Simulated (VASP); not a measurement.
An input for Ansatz (written as the equivalent of a VASP run, and not itself run):

Ansatz 0.2 input:
```yaml
crystal:
  lattice:
    - [-1.6046520, 1.6046520, 4.3004700]
    - [1.6046520, -1.6046520, 4.3004700]
    - [1.6046520, 1.6046520, -4.3004700]
  atoms:
    - { symbol: Ti, position: [0.0000000, 0.0000000, 0.0000000] }
    - { symbol: Pd, position: [0.6568600, 0.6568600, 0.0000000] }
    - { symbol: Pd, position: [0.3431400, 0.3431400, 0.0000000] }
kpoints:
  mp_grid: { grid: [12, 12, 12] }
hamiltonian:
  xc: lda
  pseudopotentials: { kind: paw }
scf:
  occupations: { method: gaussian, width: 0.272 }
  max_iter: 100
output: { forces: true, stress: true, eigenvalues: true }
```

Question: Write the VASP files for the same calculation (LDA).

Answer: Several could match; the one computed here: 
**INCAR**
```
! general
SYSTEM  = TiPd2
PREC    = Accurate
ENCUT   = 300
LREAL   = .FALSE.   ! projection in real space or not
LASPH   = .TRUE.   ! aspherical one-centre terms

! electronic loop
EDIFF   = 1E-6   ! SCF stop (eV)
NELM    = 100   ! most electronic steps
ALGO    = Normal
LMAXMIX = 4   ! l cut-off of mixed one-centre charges

! smearing
ISMEAR  = 0
SIGMA   = 0.272

! ions
ISIF    = 2

! output
LWAVE   = .FALSE.
LCHARG  = .FALSE.
```

File POSCAR:
```
TiPd2
4.8624950
 -0.3300058920   0.3300058920   0.8844163336
  0.3300058920  -0.3300058920   0.8844163336
  0.3300058920   0.3300058920  -0.8844163336
Ti Pd
1 2
Cartesian
  0.0000000000   0.0000000000   0.0000000000
 -0.0000000000   0.0000000000   1.1618754258
 -0.0000000000   0.0000000000   0.6069572414
```

### KPOINTS
```
Automatic
0
G
 12 12 12
0 0 0
```

POTCAR, in this order: Ti_sv Pd (LDA.64 set). Program: vasp_std.

What does not carry over: each code has its own PAW files, so the cut-off isn't converted (ENCUT is set for VASP's; basis.ecutwfc is left out, and Ansatz then takes the one that its files recommend); Ansatz stops its SCF on the density residual and VASP on the energy change (EDIFF); Ansatz's lda is the Perdew-Wang form, while the LDA potentials of VASP carry Perdew-Zunger's.

The structure comes from a computed database's TiPd2 entry (I4/mmm); how it stands against other phases isn't given here. The cell was not relaxed at this level, and its volume differs by -5.9 % from the start's.
